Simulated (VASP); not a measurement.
**Fermi-Dirac smearing in Rh**

Wanted: TS, pressure and Fermi level of Rh against the smearing width, on one dense mesh.

Method: PBEsol; plane waves and PAW (Rh_pv), in the first sound run; inputs show where later runs differ, in VASP 6.6.1.

## (1) The starting structure

It takes space group Fm-3m (No. 225, cubic). Conventional cell: a = 3.800 Å, b = 3.800 Å, c = 3.800 Å, α = 90.00°, β = 90.00°, γ = 90.00°. Nearest to Rh lie 12 Rh at 2.69 Å.

As a file:

```xyz
1
Lattice="0.0000 1.9000 1.9000 1.9000 0.0000 1.9000 1.9000 1.9000 0.0000" Properties=species:S:1:pos:R:3 pbc="T T T"
Rh    0.0000    0.0000    0.0000
```

## (2) Relax the crystal, PBEsol

The cell is relaxed and then held.

This step took 2 runs in a row; the last is shown.

Level: PBEsol; plane waves and PAW (Rh_pv).

INCAR

```
SYSTEM = Rh
PREC = Accurate
ENCUT = 450
EDIFF = 1E-07
NELM = 120
ISMEAR = 1
SIGMA = 0.15
LREAL = .FALSE.
ALGO = Normal
GGA = PS
NBANDS = 13
LASPH = .TRUE.
LORBIT = 11
LWAVE = .FALSE.
LCHARG = .FALSE.
KPAR = 8
IBRION = 2
NSW = 40
ISIF = 3
EDIFFG = -0.005
POTIM = 0.4
```

POSCAR

```
Rh
1.0
    0.0000000000      1.8895845181      1.8895845181
    1.8895845181      0.0000000000      1.8895845181
    1.8895845181      1.8895845181      0.0000000000
Rh
1
Direct
    0.0000000000      0.0000000000      0.0000000000
```

KPOINTS

```
Automatic mesh
0
Gamma
20 20 20
0 0 0
```

Potentials, in the order of the species: Rh_pv (PBE family, release 64).

Started as:

```sh
$ mpirun -np 8 vasp_std
```

The log of the run:

```text
[banner, memory and clock lines left out]
running    8 mpi-ranks, on    1 nodes
[...]
|                                                                             |
|           W    W    AA    RRRRR   N    N  II  N    N   GGGG   !!!           |
|           W    W   A  A   R    R  NN   N  II  NN   N  G    G  !!!           |
|           W    W  A    A  R    R  N N  N  II  N N  N  G       !!!           |
|           W WW W  AAAAAA  RRRRR   N  N N  II  N  N N  G  GGG   !            |
|           WW  WW  A    A  R   R   N   NN  II  N   NN  G    G                |
|           W    W  A    A  R    R  N    N  II  N    N   GGGG   !!!           |
|                                                                             |
|     For optimal performance we recommend to set                             |
|       NCORE = 2 up to number-of-cores-per-socket                            |
|     NCORE specifies how many cores store one orbital (NPAR=cpu/NCORE).      |
|     This setting can greatly improve the performance of VASP for DFT.       |
[...]
DAV:   2    -0.813840186915E+01    0.16083E-03   -0.32626E-04  6891   0.253E-01    0.152E-02
DAV:   3    -0.813840137740E+01    0.49175E-06   -0.39704E-06  7581   0.248E-02    0.864E-03
DAV:   4    -0.813840302182E+01   -0.16444E-05   -0.10950E-06  7026   0.123E-02    0.651E-04
DAV:   5    -0.813840295129E+01    0.70532E-07   -0.21265E-08  4863   0.213E-03
   2 F= -.81384030E+01 E0= -.81387165E+01  d E =0.147506E-05
 trial-energy change:    0.000001  1 .order    0.000002   -0.000005    0.000008
 step:   0.4025(harm=  0.3501)  dis= 0.00000  next Energy=    -8.138405 (dE=-0.946E-06)
[...]
N       E                     dE             d eps       ncg     rms          rms(c)
DAV:   1    -0.813846278883E+01   -0.59767E-04   -0.74968E-04  6846   0.411E-01    0.551E-02
DAV:   2    -0.813840685266E+01    0.55936E-04   -0.11645E-04  6841   0.151E-01    0.913E-03
DAV:   3    -0.813840597261E+01    0.88004E-06   -0.14017E-06  7501   0.147E-02    0.518E-03
DAV:   4    -0.813840532739E+01    0.64522E-06   -0.38872E-07  7001   0.734E-03    0.384E-04
DAV:   5    -0.813840536080E+01   -0.33404E-07   -0.73781E-09  3848   0.125E-03
   3 F= -.81384054E+01 E0= -.81387194E+01  d E =-.934444E-06
[...]
reached required accuracy - stopping structural energy minimisation
```

Elapsed: 5.8 s, on 8 MPI ranks of AMD EPYC 9R45, shared host; peak memory 0.97 GiB.

The logs omit lines about the potential files and the build; timing stands in the text.

OUTCAR, selected parts (step 2):

```text
  Total        0.0009658      0.0009658      0.0009658      0.0000000      0.0000000     -0.0000000
  in kB        0.1147130      0.1147130      0.1147130      0.0000000      0.0000000     -0.0000000
  external PRESSURE =       0.1147130 kB  Pullay stress =       0.0000000 kB

 POSITION                                       TOTAL-FORCE (eV/Angst)
 -----------------------------------------------------------------------------------
      0.00000      0.00000      0.00000         0.000000      0.000000      0.000000
 -----------------------------------------------------------------------------------
    total drift:                                0.000000     -0.000000      0.000000

  FREE ENERGIE OF THE ION-ELECTRON SYSTEM (eV)
  ---------------------------------------------------
  free  energy   TOTEN  =        -8.1384053608 eV

  energy  without entropy=       -8.1393476197  energy(sigma->0) =       -8.13871945

 reached required accuracy - stopping structural energy minimisation

[... 3 further parts left out ...]
[key lines of the parts left out:]
E-fermi :  12.1119
```

Read from the output:

* energy(sigma→0) of the program: -8.1387 eV
* stress, compression positive: xx, yy, zz 0.01, 0.01, 0.01 GPa
* volume: 13.490 Å³
* ionic steps: 3

## (3) Tetrahedra, PBEsol

Tetrahedra give the density of states at the Fermi level without smearing.

Level: PBEsol; plane waves and PAW (Rh_pv).

INCAR

```
SYSTEM = Rh
PREC = Accurate
ENCUT = 450
EDIFF = 1E-08
NELM = 100
ISMEAR = -5
SIGMA = 0.15
LREAL = .FALSE.
ALGO = Normal
GGA = PS
NBANDS = 15
LASPH = .TRUE.
LORBIT = 11
LWAVE = .FALSE.
LCHARG = .FALSE.
KPAR = 2
ISIF = 2
NEDOS = 3001
```

POSCAR

```
Rh
1.0
    0.0000000000      1.8894005860      1.8894005860
    1.8894005860      0.0000000000      1.8894005860
    1.8894005860      1.8894005860      0.0000000000
Rh
1
Direct
    0.0000000000      0.0000000000      0.0000000000
```

KPOINTS

```
Automatic mesh
0
Gamma
34 34 34
0 0 0
```

Started as:

```sh
$ mpirun -np 2 vasp_std
```

The log of the run:

```text
[banner, memory and clock lines left out]
running    2 mpi-ranks, on    1 nodes
[...]
[... a notice as in an earlier step ...]

 LDA part: xc-table for (Slater+PW92), standard interpolation
 POSCAR, INCAR and KPOINTS ok, starting setup
[...]
entering main loop
       N       E                     dE             d eps       ncg     rms          rms(c)
DAV:   1     0.108928555267E+03    0.10893E+03   -0.78533E+03 32103   0.966E+02
DAV:   2    -0.729722885364E+01   -0.11623E+03   -0.11115E+03 36460   0.305E+02
DAV:   3    -0.876511996857E+01   -0.14679E+01   -0.14663E+01 37202   0.373E+01
DAV:   4    -0.877008529872E+01   -0.49653E-02   -0.49651E-02 37118   0.222E+00
[...]
DAV:  12    -0.813767864981E+01    0.84869E-07   -0.10982E-08 25014   0.144E-03    0.722E-05
DAV:  13    -0.813767863627E+01    0.13533E-07   -0.64531E-10 18545   0.311E-04    0.277E-05
DAV:  14    -0.813767863799E+01   -0.17130E-08   -0.22226E-10 17124   0.190E-04
   1 F= -.81376786E+01 E0= -.81376786E+01  d E =0.000000E+00
|                                                                             |
|           W    W    AA    RRRRR   N    N  II  N    N   GGGG   !!!           |
|           W    W   A  A   R    R  NN   N  II  NN   N  G    G  !!!           |
|           W    W  A    A  R    R  N N  N  II  N N  N  G       !!!           |
|           W WW W  AAAAAA  RRRRR   N  N N  II  N  N N  G  GGG   !            |
|           WW  WW  A    A  R   R   N   NN  II  N   NN  G    G                |
|           W    W  A    A  R    R  N    N  II  N    N   GGGG   !!!           |
|                                                                             |
|     Tetrahedron method does not include variations of the Fermi             |
|     occupations, so forces and stress will be inaccurate. We suggest        |
|     using a different smearing scheme ISMEAR = 1 or 2 for metals in         |
|     relaxations.                                                            |
|                                                                             |
```

It took 42 s on 2 MPI ranks; peak memory 0.47 GiB; 67 s of CPU time.

From OUTCAR (step 3):

```text
  Total        0.0010971      0.0010971      0.0010971     -0.0000000     -0.0000000      0.0000000
  in kB        0.1303082      0.1303082      0.1303082     -0.0000000     -0.0000000      0.0000000
  external PRESSURE =       0.1303082 kB  Pullay stress =       0.0000000 kB

 POSITION                                       TOTAL-FORCE (eV/Angst)
 -----------------------------------------------------------------------------------
      0.00000      0.00000      0.00000        -0.000000     -0.000000      0.000000
 -----------------------------------------------------------------------------------
    total drift:                                0.000000     -0.000000      0.000000

  FREE ENERGIE OF THE ION-ELECTRON SYSTEM (eV)
  ---------------------------------------------------
  free  energy   TOTEN  =        -8.1376786380 eV

  energy  without entropy=       -8.1376786380  energy(sigma->0) =       -8.13767864

[... 3 further parts left out ...]
[key lines of the parts left out:]
E-fermi :  12.1069
```

Numbers from this step:

| Property | Result |
| --- | --- |
| energy(sigma→0) of the program | -8.1377 eV |

The run ends at a pressure of 0.01 GPa.

## (4) Electron temperature, PBEsol

One member in full: SIGMA = 0.05 eV.

Level: PBEsol; plane waves and PAW (Rh_pv).

Changes to INCAR since step 3:

```diff
@@ -5,4 +5,4 @@
 NELM = 100
-ISMEAR = -5
-SIGMA = 0.15
+ISMEAR = -1
+SIGMA = 0.05
 LREAL = .FALSE.
@@ -17,2 +17 @@
 ISIF = 2
-NEDOS = 3001
```

POSCAR is that of step 3.

KPOINTS is that of step 3.

Started as:

```sh
$ mpirun -np 2 vasp_std
```

The log of the run:

```text
[... set-up lines as in an earlier step ...]
 entering main loop
       N       E                     dE             d eps       ncg     rms          rms(c)
DAV:   1     0.108942494045E+03    0.10894E+03   -0.78533E+03 32103   0.966E+02
DAV:   2    -0.730156867421E+01   -0.11624E+03   -0.11107E+03 36460   0.305E+02
DAV:   3    -0.876943176150E+01   -0.14679E+01   -0.14662E+01 37202   0.373E+01
DAV:   4    -0.877439724662E+01   -0.49655E-02   -0.49654E-02 37118   0.222E+00
[...]
DAV:  11    -0.814293560158E+01   -0.27649E-06   -0.52923E-07 36691   0.100E-02    0.387E-04
DAV:  12    -0.814293553232E+01    0.69261E-07   -0.80063E-09 24685   0.121E-03    0.609E-05
DAV:  13    -0.814293552336E+01    0.89622E-08   -0.47596E-10 18538   0.269E-04
   1 F= -.81429355E+01 E0= -.81378282E+01  d E =-.102147E-01
```

Run time: 38 s. Hardware: 2 MPI ranks; peak memory 0.44 GiB.

Parts of OUTCAR (step 4):

```text
  LATTYP: Found a face centered cubic cell.
 ALAT       =     3.7788011720

 Subroutine GETGRP returns: Found 48 space group operations
 (whereof 48 operations were pure point group operations)

The static configuration has the point symmetry O_h .

 Found   1059 irreducible k-points:

   dimension x,y,z NGX =    18 NGY =   18 NGZ =   18
   dimension x,y,z NGXF=    36 NGYF=   36 NGZF=   36

   ENCUT  =  450.0 eV  33.07 Ry    5.75 a.u.   4.62  4.62  4.62*2*pi/ulx,y,z

   NELECT =      15.0000    total number of electrons

 E-fermi :  12.1097

 k-point     1 :       0.0000    0.0000    0.0000
  band No.  band energies     occupation
    ...
      5       8.9191      2.00000
      6       8.9191      2.00000
      7       8.9191      2.00000
      8      11.0959      2.00000
      9      11.0959      2.00000
     10      28.0264      0.00000
     11      32.4234      0.00000
     12      33.5858      0.00000
     13      33.5858      0.00000
     14      33.5858      0.00000
    ...

 k-point     2 :       0.0294    0.0000    0.0000
  band No.  band energies     occupation
    ...
      5       8.9023      2.00000
      6       8.9335      2.00000
      7       8.9335      2.00000
      8      11.0874      2.00000
      9      11.0874      2.00000
     10      28.0802      0.00000
     11      32.4224      0.00000
     12      33.3691      0.00000
     13      33.6390      0.00000
     14      33.6390      0.00000
    ...

  Total        0.0101436      0.0101436      0.0101436      0.0000000      0.0000000      0.0000000
  in kB        1.2047603      1.2047603      1.2047603      0.0000000      0.0000000      0.0000000
  external PRESSURE =       1.2047603 kB  Pullay stress =       0.0000000 kB

  FREE ENERGIE OF THE ION-ELECTRON SYSTEM (eV)
  ---------------------------------------------------
  free  energy   TOTEN  =        -8.1429355234 eV

  energy  without entropy=       -8.1327208375  energy(sigma->0) =       -8.13782818

 total charge
# of ion       s       p       d       tot
------------------------------------------
    1        0.417   6.318   7.075  13.810

[... 3 parts as in an earlier step ...]

[... 7 further parts left out ...]
```

This run gave:

* energy(sigma→0) of the program: -8.1378 eV
* stress, compression positive: xx, yy, zz 0.12, 0.12, 0.12 GPa

The run ends at a pressure of 0.12 GPa.

## (5) The whole series

The other members went through these steps as far as the tables show, on the same mesh; 7 runs are not shown. The session took 0.21 core hours (wall time by ranks) on a shared machine.

```tsv
width kT (eV)	temperature (K)	free energy less that of the narrowest width (meV/atom)	TS (meV/atom)	pressure (GPa)	shift of the Fermi level (eV)
0.025	290	0.000	2.537	0.043	0.000
0.050	580	-3.809	10.215	0.120	-0.006
0.075	870	?	?	0.259	-0.009
0.100	1160	-19.463	42.469	0.461	-0.013
0.150	1741	-46.417	97.994	1.047	-0.021
0.200	2321	-84.672	175.010	1.841	-0.027
0.300	3481	-192.893	384.182	3.870	-0.028
```

## (6) The Sommerfeld expansion

At low temperature TS = (π²/3) g (kT)², so TS, twice the difference of energy(sigma→0) and the free energy, over (π²/3)(kT)² is an effective density of states: 1.234, 1.242, 1.291, 1.324, 1.330, 1.298 states/eV/atom in the rows shown.

Fitting a parabola to the 6 known rows (σ: width in eV) gives g = − 3.230 σ² + 1.316 σ + 1.195 in states/eV/atom; the residuals are 0.0059 states/eV/atom r.m.s.

At σ = 0.075 this predicts 1.275 states/eV/atom.

## (7) The withheld row

The calculation gives 1.266 states/eV/atom, so the prediction is 0.009 states/eV/atom too high, within twice the residual of the fit.

The parabola in σ is an empirical guide, not the expansion itself. Tetrahedra give g = 1.250 states/eV/atom at the Fermi level, the limit that the series should reach at zero width.

## (8) What came out

| Item | Value |
| --- | --- |
| density of states at the Fermi level, tetrahedra | 1.25 states/eV/atom |
| Sommerfeld coefficient from it | 2.95 mJ per mole of atoms and K² |
| pressure at the widest setting | 3.87 GPa |
| error of the predicted g | 0.009 states/eV/atom |

What this shows: Against the tetrahedron value, the effective density of states stands at -1 % at 0.025 eV, -1 % at 0.05 eV, +3 % at 0.1 eV, +4 % at 0.3 eV. The leading term holds within a tenth at the widest setting. The bare coefficient lacks the electron-phonon enhancement of measured heat capacities.

[Lines on the potential files, build, host, timing and source positions are cut from VASP's logs without a mark.]

[Logs are printed without paths, hosts, clocks, repeated set-up lines and the standing remarks that a program may print on its own settings, such as how far it seeks lower states.]

[Hosts, paths, dates, database ids (printed as entryN), source tags and the programs' standing remarks are cut or masked in the printed files.]
